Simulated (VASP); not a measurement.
Shape and ions are relaxed at each volume.

Consider the following.

```cif
data_Ru2
_chemical_formula_sum 'Ru2'
_space_group_name_H-M_alt 'P63/mmc'
_space_group_IT_number 194
_space_group_name_Hall '-P 6c 2c'
_cell_length_a 2.70570
_cell_length_b 2.70570
_cell_length_c 4.28230
_cell_angle_alpha 90.000
_cell_angle_beta 90.000
_cell_angle_gamma 120.000
loop_
_atom_site_label
_atom_site_type_symbol
_atom_site_symmetry_multiplicity
_atom_site_Wyckoff_symbol
_atom_site_fract_x
_atom_site_fract_y
_atom_site_fract_z
_atom_site_occupancy
Ru1 Ru 2 c 0.33333 0.66667 0.25000 1
```

Level of theory: rev-vdW-DF2, VASP's PBE PAW potentials (set 64) (plane waves; VASP). Settings: 520 eV cut-off, 15×15×9 Γ-centred mesh, first-order Methfessel-Paxton smearing of 0.10 eV, potentials Ru_pv.

### Question
Give the energy at these volumes per atom, relative to the lowest: 12.76, 13.17, 13.58, 13.99, 14.39 Å³.

### Answer
56.0, 13.1, 0.0, 12.0, 44.9 meV/atom. A third-order Birch-Murnaghan fit gives B0 = 328 GPa and B0′ = 4.9.

Measured: bulk modulus 318 GPa at 0 K (computed value off by +3.1 %), as given by Vázquez-Parga, Fernández-Martínez, Viñes, J. Chem. Theory Comput. (2023), doi:10.1021/acs.jctc.3c00612, Supporting … [zero-point energy and finite temperature contributions removed].

The compound is Ru in the hcp structure. It was relaxed first.
